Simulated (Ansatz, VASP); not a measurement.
## LiCaCl3 in two plane-wave programs

One calculation is typed for both programs; each brings its own data sets and cutoff. How far apart do they land? The cell is invented: As first built, before any earlier steps moved the atoms (in the runner's words): it takes the KCaCl3 structure with some of its atoms replaced by other elements, volume scaled by an estimate. It may not be a known or stable phase. The cell is taken from a series of VASP runs on this material, whose earlier steps may have relaxed, scaled or displaced it; both programs get it as it stands.

Method: plane waves, with VASP 6.6.1 beside it; relaxation of cell and atoms at LDA, in Ansatz 0.2.0.

## (1) The starting structure

It takes space group Pm-3m (No. 221, cubic). Conventional cell: a = 5.187 Å, b = 5.187 Å, c = 5.187 Å, α = 90.00°, β = 90.00°, γ = 90.00°. Nearest to Ca lie 6 Cl at 2.59 Å. Nearest to Cl lie 2 Ca at 2.59 Å. Li has 12 Cl at 3.67 Å nearest. As first built, before any earlier steps moved the atoms (in the runner's words): sites of the KCaCl3 structure (space group 221) filled with other elements, volume scaled by an estimate. Farther neighbours and most contacts between anions are not listed.

## (2) Ansatz: relaxation of cell and atoms, LDA

Ansatz runs on its default PAW (the set named soft_2) files.

The relaxed volume is the usual yardstick between codes: its relative difference is about their pressure difference at one cell divided by the bulk modulus.

The input, input.yaml:

```yaml
crystal:
  lattice:
    - [5.1869592828, 0.0, 0.0]
    - [0.0, 5.1869592828, 0.0]
    - [0.0, 0.0, 5.1869592828]
  atoms:
    - { symbol: Ca, position: [0.5, 0.5, 0.5] }
    - { symbol: Cl, position: [0.0, 0.5, 0.5] }
    - { symbol: Cl, position: [0.5, 0.0, 0.5] }
    - { symbol: Cl, position: [0.5, 0.5, 0.0] }
    - { symbol: Li, position: [0.0, 0.0, 0.0] }
hamiltonian:
  xc: lda
  pseudopotentials: { kind: paw }
kpoints:
  mp_grid: { grid: [5, 5, 5] }
scf:
  occupations: { method: gaussian, width: 0.05 }
relax:
  f_tol: 0.01
  max_steps: 60
  cell: { stress_tol: 0.05 }
output:
  forces: true
  stress: true
  write_density: true
  write_potential: true
  elf: true
  volumetric_format: npy
```

Command:

```sh
ansatz run input.yaml --threads 4 --pin off --max-ram 9216MiB --backend cpu --events-out ev --progress --plain --runs-dir out
```

Numbers of over 12 decimals in the logs are rounded to 6 here.

The program printed:

```text
Engine: ansatz 0.2.0, aarch64-unknown-linux-gnu
Pseudopotentials: kind: paw
Pseudopotential: Ca, paw, valence charge 10, recommended cutoff 420 eV (normal), Ca.paw.azcp
Pseudopotential: Cl, paw, valence charge 7, recommended cutoff 420 eV (normal), Cl.paw.azcp
Pseudopotential: Li, paw, valence charge 3, recommended cutoff 420 eV (normal), Li.paw.azcp
Functional definition: SPW92
  exchange = slater_x
  correlation = pw_c
Crystal: 5 atoms, lattice volume = 139.553 Å³
Basis set: ecut = 420 eV, 2777 PW (Γ)
Bands: 22, of which v1, the nominal top of the filled ones, is band 17 counted from 1 (16 counted from 0)
Symmetry: 48 space group operations
Space group: Pm-3m (ITA 221), of the structure as read, at distance tolerance 5.2e-5 Å
k-points: 10 of 125
Non-local potential: Ca, projectors of the file, l = 0: 3, l = 1: 2, l = 2: 2
Non-local potential: Cl, projectors of the file, l = 0: 2, l = 1: 2, l = 2: 2
Non-local potential: Li, projectors of the file, l = 0: 3, l = 1: 2, l = 2: 1
PAW form: soft (Blöchl's): semilocal exchange-correlation on the pseudo side does not see the compensation charge
PAW frozen core: Ca, regenerated for the run's functional, and the local potential with it (the file was generated under x = pbe(κ = 0.804, μ = 0.219515), c = pbe(β = 0.066725))
PAW frozen core: Cl, regenerated for the run's functional, and the local potential with it (the file was generated under x = pbe(κ = 0.804, μ = 0.219515), c = pbe(β = 0.066725))
PAW one-centre angular grid: Ca, 110 points (default); XC on 64 Gauss nodes
PAW one-centre angular grid: Cl, 110 points (default); XC on 64 Gauss nodes
PAW one-centre angular grid: Li, 110 points (default); XC on 64 Gauss nodes
Initial density: superposition of atomic densities (neutral atoms: chi_scale 0, normalization atom), corrected by the library's trained network
Initial wavefunctions: pseudopotential atomic-orbital guess
Functional: x = slater, c = lda
SCF iter   1: F=—  HF=-5115.812815 eV  |F-HF|=—  |Δ(HF+E_count)|=         —  Δρ=5.80e-3  dr2=5.02e-2  ethr=1.77e-3  ⟨swp⟩=9.5  Hψ=1326  notcnv=0
preconditioner: auto → Resta (q_TF=auto, 2.156 Å⁻¹)  ε∞=2.7  [insulator: Δε(μ)=3.527 eV  Ē_g=13.085 eV  σ=0.050 eV  W_gap=1.00  n_scr=26 (ndim 8)  ℏωp=17.2 eV  f_vac=0.176  D(μ)=0.00/eV (n_scr^D=0)  ε∞_Penn≈2.7]
SCF iter   2: F=—  HF=-5115.796763 eV  |F-HF|=—  |Δ(HF+E_count)|=   1.61e-2  Δρ=2.89e-3  dr2=9.67e-3  ethr=1.48e-4  ⟨swp⟩=2.8  Hψ=479  notcnv=0  defer=2
SCF iter   3: F=—  HF=-5115.793654 eV  |F-HF|=—  |Δ(HF+E_count)|=   3.11e-3  Δρ=5.02e-4  dr2=4.05e-4  ethr=2.84e-5  ⟨swp⟩=2.7  Hψ=321  notcnv=0  defer=3
SCF iter   4: F=—  HF=-5115.793613 eV  |F-HF|=—  |Δ(HF+E_count)|=   4.07e-5  Δρ=8.77e-5  dr2=2.74e-5  ethr=1.19e-6  ⟨swp⟩=1.0  Hψ=210  notcnv=0  defer=3
SCF iter   5: F=—  HF=-5115.793613 eV  |F-HF|=—  |Δ(HF+E_count)|=   4.79e-7  Δρ=2.14e-5  dr2=1.41e-6  ethr=8.05e-8  ⟨swp⟩=2.1  Hψ=382  notcnv=0  defer=4
SCF iter   6: F=-5115.793613 eV  HF=-5115.793613 eV  |F-HF|=1.23e-8  |Δ(HF+E_count)|=   2.50e-7  Δρ=4.16e-6  dr2=2.99e-8  ethr=2.94e-10  ⟨swp⟩=6.4  Hψ=1388  notcnv=0
SCF 1 converged in 6 iterations: F = -5115.793613 eV  dr2 = 2.99e-8
  greatest PAW one-centre occupation: 0.999 electrons in one spin orbital (limit 2), on the Li atom at site 4 (counted from 0), in its partial waves of l = 0
relax step   1: F+E_penalty+E_count = -5115.79361302 eV  Δ(F+E_penalty+E_count) = +0.000e0 eV  max|allowed force component| = 6.472e-30 eV/Å  Δτ_max = 0.0000 Å  P = -0.051 GPa  Ω = 139.553 Å³  (6 SCF iters, dr2 threshold 1.00e-7 eV, accepted)
[...]
relax step   2: F+E_penalty+E_count = -5115.79365384 eV  Δ(F+E_penalty+E_count) = -4.082e-5 eV  max|allowed force component| = 4.771e-30 eV/Å  Δτ_max = 0.0000 Å  P = -0.005 GPa  Ω = 139.345 Å³  energy of the carried Pulay correction = +3.925e-6 eV  (5 SCF iters, dr2 threshold 6.57e-9 eV, accepted)
[...]
relax step   3: F+E_penalty+E_count = -5115.79364840 eV  Δ(F+E_penalty+E_count) = +5.437e-6 eV  max|allowed force component| = 6.838e-30 eV/Å  Δτ_max = 0.0000 Å  P = -0.005 GPa  Ω = 139.345 Å³  stress off target by 5.39e-3 GPa  SCF on the basis re-selected at this cell (its energy is not comparable with the rows above)  (4 SCF iters)
basis re-selected at this cell: Δ(F+E_penalty+E_count) = +5.437e-6 eV, ΔP = -0.000 GPa vs the last step (what re-selecting the basis moved, of the pressure what is left beyond the Pulay correction that the steps carried, after the strain that the cell walked since its last selection, with what the two solves' SCF thresholds leave and, on support functions, any second-order correction that the steps lacked; it is no m [...]
SCF converged after 4 iterations
Free energy (F): -5115.793648 eV
Harris-Foulkes:  -5115.793648 eV  (|F-HF|=2.73e-12)
Internal energy: -5115.793648 eV  (E = F + TS)
E sigma→0 (E₀):  -5115.793648 eV
Fermi energy:    2.487156 eV
--- Per-component energies (eV) ---
  E_band       = -351.346545
  E_kinetic    = 784.200176
  E_local      = -2119.506644  (includes V_loc(G=0)·N_el)
  E_nonlocal   = 124.570350
  E_hartree    = 740.399546
  E_xc         = -464.342907
  E_vxc        = -549.217527  (∫ρ·V_xc dr)
  E_paw        = -2710.703227  (= ΣΔE_a)
  E_vpaw       = -72.192314  (= ΣTr[D̂ρ^β])
  E_aug_tail   = 0.000312  (compensation charges beyond the density's cutoff)
  E_ewald      = -1471.265895
  E_core_change = 0.854641  (= ΣΔE_core)
  E_smearing   = -0.000000  (= −TS)
  E_closure    = -0.000000  (closes the sum)
  Σ components = -5115.793648   (vs F -5115.793648, Δ=0.00e0)
--- Forces (eV/Å), atoms counted from 1 ---
  atom   1  Ca     0.00000000     0.00000000    -0.00000000
  atom   2  Cl     0.00000000    -0.00000000     0.00000000
  atom   3  Cl    -0.00000000     0.00000000    -0.00000000
  atom   4  Cl     0.00000000    -0.00000000    -0.00000000
  atom   5  Li    -0.00000000     0.00000000     0.00000000
  max |Σ_I F_I| component: 7.88e-30 eV/Å
--- Stress (GPa, compression-positive) ---
       -0.005393       0.000000       0.000000
        0.000000      -0.005393      -0.000000
        0.000000      -0.000000      -0.005393
  P = ⅓ Tr σ = -0.0054 GPa (-0.054 kbar)
--- Band table (eV; the first three rows and the last of 10) ---
  k-point 0: bands = [... 13 lower, 0.0861, 0.4059, 0.4059, 0.4059, 4.3150, 6.1975, 6.1975, 6.1975, ... 1 higher]
  k-point 1: bands = [... 13 lower, -0.0242, 0.0274, 0.3496, 0.3496, 4.7012, 6.2366, 6.5671, 6.5671, ... 1 higher]
  k-point 2: bands = [... 13 lower, -0.3134, -0.0637, 0.3187, 0.3187, 5.5741, 6.3031, 6.6138, 7.1959, ... 1 higher]
  k-point 9: bands = [... 13 lower, -0.8639, 0.6157, 0.6157, 0.6579, 5.4741, 7.4245, 8.0476, 8.0476, ... 1 higher]
--- Relaxed structure (2 steps of the walk, 2 accepted, 1 SCFs on fresh bases) ---
  F+E_penalty+E_count = -5115.79364840 eV   max|allowed force component| = 6.838e-30 eV/Å   (the final SCF, on the basis selected at the relaxed cell)
  cell:  # Å, volume = 139.3446 Å³
    - [5.184379, 0.0, 0]
    - [0.0, 5.184379, 0.0]
    - [0, 0.0, 5.184379]
  atoms:
    - { symbol: Ca, position: [0.5, 0.5, 0.5] }
    - { symbol: Cl, position: [0, 0.5, 0.5] }
    - { symbol: Cl, position: [0.5, 0, 0.5] }
    - { symbol: Cl, position: [0.5, 0.5, 0] }
    - { symbol: Li, position: [0, 0, 0] }
```

Run time: 2.1 s. Hardware: 4 threads of Arm Neoverse V2, shared host; peak memory 0.38 GiB.

## (3) VASP: relaxation of cell and atoms, LDA

The same cell, functional (in two slightly different forms), mesh and smearing now go to VASP, with its own data sets and cutoff.

Lines of VASP's logs that name or quote its potential files are left out, and so is its time.

The input, INCAR:

```
SYSTEM = LiCaCl3
PREC = Accurate
ENCUT = 650
EDIFF = 1E-06
NELM = 100
ISMEAR = 0
SIGMA = 0.05
LREAL = .FALSE.
ALGO = Normal
GGA = CA
NBANDS = 23
LORBIT = 11
LWAVE = .FALSE.
LCHARG = .FALSE.
KPAR = 2
IBRION = 2
NSW = 60
ISIF = 3
EDIFFG = -0.01
```

The input, POSCAR:

```
LiCaCl3
1.0
    5.1869592828      0.0000000000      0.0000000000
    0.0000000000      5.1869592828      0.0000000000
    0.0000000000      0.0000000000      5.1869592828
Ca Cl Li
1 3 1
Direct
    0.5000000000      0.5000000000      0.5000000000
    0.0000000000      0.5000000000      0.5000000000
    0.5000000000      0.0000000000      0.5000000000
    0.5000000000      0.5000000000      0.0000000000
    0.0000000000      0.0000000000      0.0000000000
```

The input, KPOINTS:

```
Automatic mesh
0
Gamma
5 5 5
0 0 0
```

PAW data sets: Ca_sv, Cl and Li_sv (LDA family, release 64).

Command:

```sh
mpirun -np 2 vasp_std
```

The program printed:

```text
[banner, memory and clock lines left out]
running    2 mpi-ranks, on    1 nodes
 distrk:  each k-point on    1 cores,    2 groups
 distr:  one band on    1 cores,    1 groups

 POSCAR found type information on POSCAR CaClLi
 POSCAR found :  3 types and       5 ions
 LDA part: xc-table for (Slater(with rela. corr.)+CA(PZ))
 , standard interpolation
 POSCAR, INCAR and KPOINTS ok, starting setup
 FFT: planning ... GRIDC
 FFT: planning ... GRID_SOFT
 FFT: planning ... GRID
 WAVECAR not read
 entering main loop
       N       E                     dE             d eps       ncg     rms          rms(c)
DAV:   1     0.306505462073E+03    0.30651E+03   -0.16565E+04   460   0.156E+03
DAV:   2     0.352607060591E+01   -0.30298E+03   -0.29529E+03   642   0.337E+02
DAV:   3    -0.198744988629E+02   -0.23401E+02   -0.23309E+02   658   0.871E+01
DAV:   4    -0.213866965337E+02   -0.15122E+01   -0.15101E+01   859   0.177E+01
DAV:   5    -0.214130130756E+02   -0.26317E-01   -0.26315E-01   598   0.221E+00    0.539E+00
DAV:   6    -0.206760838013E+02    0.73693E+00   -0.10615E+00   600   0.435E+00    0.369E+00
DAV:   7    -0.204376156962E+02    0.23847E+00   -0.44110E-01   586   0.326E+00    0.154E+00
DAV:   8    -0.204098688994E+02    0.27747E-01   -0.73181E-02   724   0.164E+00    0.279E-01
DAV:   9    -0.204094462377E+02    0.42266E-03   -0.55853E-03   619   0.501E-01    0.170E-01
DAV:  10    -0.204095784818E+02   -0.13224E-03   -0.57523E-04   770   0.152E-01    0.308E-02
DAV:  11    -0.204095542308E+02    0.24251E-04   -0.20126E-04   601   0.116E-01    0.949E-03
DAV:  12    -0.204095568192E+02   -0.25884E-05   -0.23177E-05   732   0.262E-02    0.582E-03
DAV:  13    -0.204095570388E+02   -0.21957E-06   -0.10518E-06   434   0.842E-03
   1 F= -.20409557E+02 E0= -.20409557E+02  d E =-.204096E+02
 curvature:   0.00 expect dE= 0.000E+00 dE for cont linesearch  0.000E+00
 trial: gam= 0.00000 g(F)=  0.000E+00 g(S)=  0.146E-03 ort = 0.000E+00 (trialstep = 0.100E+01)
 search vector abs. value=  0.146E-03
 bond charge predicted
       N       E                     dE             d eps       ncg     rms          rms(c)
DAV:   1    -0.204105152915E+02   -0.95847E-03   -0.19977E-02   551   0.101E+00    0.181E-01
DAV:   2    -0.204097846165E+02    0.73067E-03   -0.19923E-03   628   0.269E-01    0.709E-02
DAV:   3    -0.204096437207E+02    0.14090E-03   -0.34767E-04   603   0.124E-01    0.350E-02
DAV:   4    -0.204096419778E+02    0.17429E-05   -0.11643E-04   768   0.440E-02    0.138E-02
DAV:   5    -0.204096435164E+02   -0.15386E-05   -0.62371E-06   580   0.201E-02    0.870E-03
DAV:   6    -0.204096441579E+02   -0.64152E-06   -0.59926E-07   436   0.557E-03
   2 F= -.20409644E+02 E0= -.20409644E+02  d E =-.871191E-04
 trial-energy change:   -0.000087  1 .order   -0.000092   -0.000146   -0.000038
 step:   1.6120(harm=  1.3468)  dis= 0.00000  next Energy=   -20.409655 (dE=-0.975E-04)
 reached required accuracy - stopping structural energy minimisation
```

From OUTCAR (step 3):

```text
ion  position               nearest neighbor table
   1  0.500  0.500  0.500-   2 2.59   3 2.59   4 2.59   4 2.59   3 2.59   2 2.59
   2  0.000  0.500  0.500-   1 2.59   1 2.59
   3  0.500  0.000  0.500-   1 2.59   1 2.59
   4  0.500  0.500  0.000-   1 2.59   1 2.59
   5  0.000  0.000  0.000-

  LATTYP: Found a simple cubic cell.
 ALAT       =     5.1869592828

 Subroutine GETGRP returns: Found 48 space group operations
 (whereof 48 operations were pure point group operations)

The static configuration has the point symmetry O_h .

 Found     10 irreducible k-points:

   k-points           NKPTS =     10   k-points in BZ     NKDIM =     10   number of bands    NBANDS=     23

   dimension x,y,z NGX =    48 NGY =   48 NGZ =   48
   dimension x,y,z NGXF=    96 NGYF=   96 NGZF=   96

   ENCUT  =  650.0 eV  47.77 Ry    6.91 a.u.  10.78 10.78 10.78*2*pi/ulx,y,z

   NELECT =      34.0000    total number of electrons

 k-points in reciprocal lattice and weights: Automatic mesh
   0.00000000  0.00000000  0.00000000       0.008
   0.20000000  0.00000000  0.00000000       0.048
   0.40000000  0.00000000  0.00000000       0.048
   0.20000000  0.20000000  0.00000000       0.096
   0.40000000  0.20000000  0.00000000       0.192
   0.40000000  0.40000000  0.00000000       0.096
   0.20000000  0.20000000  0.20000000       0.064
   0.40000000  0.20000000  0.20000000       0.192
   0.40000000  0.40000000  0.20000000       0.192
   0.40000000  0.40000000  0.40000000       0.064

 average (electrostatic) potential at core
       1 -46.9464       2 -97.9366       3 -97.9366       4 -97.9366       5 -69.4816

 E-fermi :  -0.6556

 k-point     1 :       0.0000    0.0000    0.0000
  band No.  band energies     occupation
    ...
     13      -1.4917      2.00000
     14      -1.4917      2.00000
     15      -1.1688      2.00000
     16      -1.1688      2.00000
     17      -1.1688      2.00000
     18       2.7383      0.00000
     19       4.6337      0.00000
     20       4.6337      0.00000
     21       4.6337      0.00000
     22       6.4149      0.00000
    ...

 k-point     2 :       0.2000    0.0000    0.0000
  band No.  band energies     occupation
    ...
     13      -1.6021      2.00000
     14      -1.5987      2.00000
     15      -1.5500      2.00000
     16      -1.2252      2.00000
     17      -1.2252      2.00000
     18       3.1230      0.00000
     19       4.6726      0.00000
     20       5.0013      0.00000
     21       5.0013      0.00000
     22       6.0911      0.00000
    ...

 k-point     3 :       0.4000    0.0000    0.0000
  band No.  band energies     occupation
    ...
     13      -1.8896      2.00000
     14      -1.8896      2.00000
     15      -1.6406      2.00000
     16      -1.2568      2.00000
     17      -1.2568      2.00000
     18       3.9929      0.00000
     19       4.7388      0.00000
     20       5.0318      0.00000
     21       5.6230      0.00000
     22       5.6230      0.00000
    ...

  Total        0.0183072      0.0183072      0.0183072     -0.0000000     -0.0000000     -0.0000000
  in kB        0.2097494      0.2097494      0.2097494     -0.0000000     -0.0000000     -0.0000000
  external PRESSURE =       0.2097494 kB  Pullay stress =       0.0000000 kB

  energy-cutoff  :      650.00
  volume of cell :      139.84
      direct lattice vectors                 reciprocal lattice vectors
     5.190517246  0.000000000  0.000000000     0.192659027 -0.000000000 -0.000000000
     0.000000000  5.190517246  0.000000000    -0.000000000  0.192659027  0.000000000
     0.000000000 -0.000000000  5.190517246    -0.000000000 -0.000000000  0.192659027

 POSITION                                       TOTAL-FORCE (eV/Angst)
 -----------------------------------------------------------------------------------
      2.59526      2.59526      2.59526        -0.000000     -0.000000      0.000000
      0.00000      2.59526      2.59526        -0.000000      0.000000      0.000000
      2.59526      0.00000      2.59526         0.000000      0.000000      0.000000
      2.59526      2.59526      0.00000         0.000000      0.000000      0.000000
      0.00000      0.00000      0.00000         0.000000      0.000000      0.000000
 -----------------------------------------------------------------------------------
    total drift:                                0.000000     -0.000000     -0.000000

  FREE ENERGIE OF THE ION-ELECTRON SYSTEM (eV)
  ---------------------------------------------------
  free  energy   TOTEN  =       -20.4096441579 eV

  energy  without entropy=      -20.4096441579  energy(sigma->0) =      -20.40964416

 reached required accuracy - stopping structural energy minimisation

 total charge
# of ion       s       p       d       tot
------------------------------------------
    1        2.040   5.871   0.301   8.212
    2        1.589   3.556   0.000   5.145
    3        1.589   3.556   0.000   5.145
    4        1.589   3.556   0.000   5.145
    5        1.984   0.005   0.000   1.989
--------------------------------------------------
tot          8.791  16.545   0.301  25.637

[... 3 further parts left out ...]
```

CONTCAR:

```
LiCaCl3
   1.00000000000000
     5.1905172462281612    0.0000000000000000    0.0000000000000000
     0.0000000000000000    5.1905172462281612    0.0000000000000000
     0.0000000000000000   -0.0000000000000000    5.1905172462281612
  Ca              Cl              Li
     1     3     1
Direct
     0.5000000000000000    0.5000000000000000    0.5000000000000000
     0.0000000000000000    0.5000000000000000    0.5000000000000000
     0.5000000000000000    0.0000000000000000    0.5000000000000000
     0.5000000000000000    0.5000000000000000    0.0000000000000000
     0.0000000000000000    0.0000000000000000    0.0000000000000000
```

## (4) Side by side

Known differences besides the potentials themselves: the two LDA forms differ slightly; both relaxations stop at a tolerance, which leaves soft axes loose, and VASP keeps its plane-wave basis; the cutoff is 420 eV in Ansatz and 650 eV in VASP; VASP's log shows a relativistic correction to its local exchange, Ansatz's none; Ansatz adds a Pulay correction to the stress that steers its cell, VASP none. Total energies have different zeros and are not compared.

Compared:

```tsv
quantity	Ansatz	VASP	difference
volume (Å³)	139.34	139.84	-0.35 %
edge a after relaxation, in the typed setting (Å)	5.184	5.191	-0.12 %
```

The walks stopped with -0.01 GPa left in Ansatz and 0.02 GPa in VASP; each walk ends within a tolerance, so the volume difference is uncertain by about these residues over the bulk modulus, most in soft cells.

## (5) Results

```json
{
  "difference in volume (relaxation of cell and atoms, LDA)": "-0.35 %"
}
```

**Reading.** The difference in volume is -0.35 % (relaxation of cell and atoms, LDA), within the 1.2 % picked in this series as the mark of a large difference, as far as the stopping tolerances let one tell. How closely two codes agree says nothing of how well the functional describes the real material.

[Lines on the potential files, build, host, timing and source positions are cut from VASP's logs without a mark.]

[Logs are printed without paths, hosts, clocks, repeated set-up lines and the standing remarks that a program may print on its own settings, such as how far it seeks lower states.]

[Hosts, paths, dates, database ids (printed as entryN), source tags and the programs' standing remarks are cut or masked in the printed files.]
